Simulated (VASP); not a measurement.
Output of a VASP run:

OSZICAR:
```
...
DAV:   2    -0.171311645959E+02    0.13115E-01   -0.45683E-02  3128   0.524E+00    0.287E-01
DAV:   3    -0.171297477558E+02    0.14168E-02   -0.64109E-04  3264   0.436E-01    0.160E-01
DAV:   4    -0.171290702868E+02    0.67747E-03   -0.10350E-03  3888   0.406E-01    0.237E-02
DAV:   5    -0.171292226653E+02   -0.15238E-03   -0.14501E-04  3216   0.141E-01    0.690E-03
DAV:   6    -0.171292353186E+02   -0.12653E-04   -0.84987E-06  3520   0.263E-02    0.375E-03
DAV:   7    -0.171292205636E+02    0.14755E-04   -0.10396E-05  3168   0.398E-02    0.163E-03
DAV:   8    -0.171292333322E+02   -0.12769E-04   -0.11734E-06  2344   0.158E-02    0.111E-03
DAV:   9    -0.171292254299E+02    0.79023E-05   -0.32043E-07  1576   0.769E-03    0.295E-04
DAV:  10    -0.171292268771E+02   -0.14472E-05   -0.23998E-08  1560   0.201E-03    0.304E-04
DAV:  11    -0.171292270284E+02   -0.15129E-06   -0.43330E-09  1560   0.658E-04
   7 F= -.17129227E+02 E0= -.17129165E+02  d E =-.160025E-02
       N       E                     dE             d eps       ncg     rms          rms(c)
DAV:   1    -0.171903937217E+02   -0.61167E-01   -0.64558E-01  3072   0.168E+01    0.177E+00
DAV:   2    -0.171363147033E+02    0.54079E-01   -0.18740E-01  3128   0.107E+01    0.573E-01
DAV:   3    -0.171309992360E+02    0.53155E-02   -0.29306E-03  3320   0.974E-01    0.322E-01
DAV:   4    -0.171283552601E+02    0.26440E-02   -0.37297E-03  3944   0.804E-01    0.435E-02
DAV:   5    -0.171289871119E+02   -0.63185E-03   -0.54212E-04  3232   0.279E-01    0.118E-02
DAV:   6    -0.171290415982E+02   -0.54486E-04   -0.41699E-05  3472   0.576E-02    0.525E-03
DAV:   7    -0.171290150429E+02    0.26555E-04   -0.21462E-05  3160   0.619E-02    0.319E-03
DAV:   8    -0.171290397973E+02   -0.24754E-04   -0.39139E-06  2560   0.293E-02    0.182E-03
DAV:   9    -0.171290261442E+02    0.13653E-04   -0.11727E-06  2344   0.129E-02    0.485E-04
DAV:  10    -0.171290303986E+02   -0.42544E-05   -0.76942E-08  1560   0.345E-03    0.470E-04
DAV:  11    -0.171290280457E+02    0.23528E-05   -0.21604E-08  1560   0.223E-03    0.790E-05
DAV:  12    -0.171290289564E+02   -0.91063E-06   -0.34833E-09  1552   0.714E-04
   8 F= -.17129029E+02 E0= -.17128972E+02  d E =-.140218E-02
       N       E                     dE             d eps       ncg     rms          rms(c)
DAV:   1    -0.171595134332E+02   -0.30485E-01   -0.31974E-01  3072   0.120E+01    0.122E+00
DAV:   2    -0.171324634999E+02    0.27050E-01   -0.83820E-02  3136   0.702E+00    0.410E-01
DAV:   3    -0.171302461316E+02    0.22174E-02   -0.89376E-04  3176   0.451E-01    0.225E-01
DAV:   4    -0.171288736882E+02    0.13724E-02   -0.22345E-03  3792   0.570E-01    0.366E-02
DAV:   5    -0.171293846407E+02   -0.51095E-03   -0.28775E-04  3232   0.193E-01    0.129E-02
DAV:   6    -0.171294403211E+02   -0.55680E-04   -0.15213E-05  3536   0.364E-02    0.834E-03
DAV:   7    -0.171295015564E+02   -0.61235E-04   -0.32153E-05  3168   0.669E-02    0.179E-03
DAV:   8    -0.171294861530E+02    0.15403E-04   -0.14711E-06  2352   0.188E-02    0.236E-03
DAV:   9    -0.171295006896E+02   -0.14537E-04   -0.89376E-07  2416   0.147E-02    0.546E-04
DAV:  10    -0.171294993372E+02    0.13523E-05   -0.38902E-08  1560   0.228E-03    0.452E-04
DAV:  11    -0.171295010059E+02   -0.16687E-05   -0.25187E-08  1544   0.241E-03    0.132E-04
DAV:  12    -0.171294997638E+02    0.12421E-05   -0.44692E-09  1536   0.102E-03    0.529E-05
DAV:  13    -0.171294999346E+02   -0.17085E-06   -0.39819E-10  1536   0.212E-04
   9 F= -.17129500E+02 E0= -.17129440E+02  d E =-.187316E-02
```

### OUTCAR
```
------------------------ aborting loop because EDIFF is reached ----------------------------------------
  FORCE on cell =-STRESS in cart. coord.  units (eV):
  Direction    XX          YY          ZZ          XY          YZ          ZX
  --------------------------------------------------------------------------------------
  Total       -0.0122260     -0.0122260      0.0194656      0.0000000      0.0000000     -0.0000000
  in kB       -0.6958378     -0.6958380      1.1078805      0.0000000      0.0000000     -0.0000000
  external PRESSURE =      -0.0945984 kB  Pullay stress =       0.0000000 kB
  volume of cell :       28.15
      direct lattice vectors                 reciprocal lattice vectors
     1.322662142 -2.290918449  0.000000000     0.378025487 -0.218253077 -0.000000000
     1.322662142  2.290918449  0.000000000     0.378025487  0.218253077 -0.000000000
     0.000000000  0.000000000  4.645126040    -0.000000000 -0.000000000  0.215279411
 POSITION                                       TOTAL-FORCE (eV/Angst)
 -----------------------------------------------------------------------------------
      1.32266      0.76364      1.16128        -0.000000      0.000000     -0.000000
      1.32266     -0.76364      3.48384         0.000000     -0.000000      0.000000
 -----------------------------------------------------------------------------------
    total drift:                                0.000000      0.000062      0.000004
  FREE ENERGIE OF THE ION-ELECTRON SYSTEM (eV)
  ---------------------------------------------------
  free  energy   TOTEN  =       -17.1294999346 eV

  energy  without entropy=      -17.1293194514  energy(sigma->0) =      -17.12943977

 reached required accuracy - stopping structural energy minimisation
```
(Selected blocks of OUTCAR.)

**POSCAR**
```
Zn
1
    1.3134506141    -2.2749636063     0.0000000000
    1.3134506141     2.2749636063     0.0000000000
    0.0000000000     0.0000000000     4.7236412095
Zn
2
Direct
  0.3333330000   0.6666670000   0.2500000000
  0.6666670000   0.3333330000   0.7500000000
```

### Question
Reconstruct the remaining input files.

### Answer
One answer among several that fit: the input of the run itself, r2SCAN+rVV10, plane waves, VASP's PBE PAW potentials (set 64).

### INCAR
```
! general
SYSTEM   = Zn
PREC     = Accurate
ENCUT    = 520
LREAL    = .FALSE.
LASPH    = .TRUE.

! electronic loop
EDIFF    = 1E-6
NELM     = 100
ALGO     = Normal
LMAXMIX  = 4
LMIXTAU  = .TRUE.

! smearing
ISMEAR   = 1
SIGMA    = 0.1

! functional
METAGGA  = R2SCAN
LUSE_VDW = .TRUE.
BPARAM   = 11.95
CPARAM   = 0.0093

! ions
IBRION   = 2
NSW      = 60
ISIF     = 3
EDIFFG   = -0.01

! output
LWAVE    = .FALSE.
LCHARG   = .FALSE.
```

KPOINTS:
```
Automatic mesh
0
Gamma
14 14 7
0 0 0
```

POTCAR, in this order: Zn (PBE.64 set). Program: vasp_std.

The compound is Zn in the hcp structure. This run relaxes it. Symmetry was kept, so distortions that lower it aren't found. The start is the result of an earlier pass.
